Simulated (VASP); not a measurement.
Consider the following.

```xyz
4
Lattice="1.6269 -2.8179 0.0000 1.6269 2.8179 0.0000 0.0000 0.0000 5.2938" Properties=species:S:1:pos:R:3 pbc="T T T"
Ga     1.6269    -0.9393     2.6469
Ga     1.6269     0.9393     0.0000
N      1.6269    -0.9393     4.6427
N      1.6269     0.9393     1.9958
```

Calculation: PBE GGA, VASP's PBE PAW potentials (set 64) (plane waves; VASP). Numerical set-up: 520 eV cut-off, 7×7×4 Γ-centred mesh, Fermi-Dirac smearing of 0.10 eV, potentials Ga_d N.

Task: Estimate the energy per atom (σ→0), pressure.

Result: 
```json
{
 "energy per atom (σ→0)": "-6.076 eV/atom",
 "pressure": "-4.95 GPa"
}
```

The absolute energy has meaning only against runs of the same code, potentials and settings.

The compound is GaN in the wurtzite structure. The cell was not relaxed at this level. The run is one of a series of settings (ISMEAR = -1, SIGMA = 0.1 against the base run), some of them coarse on purpose.
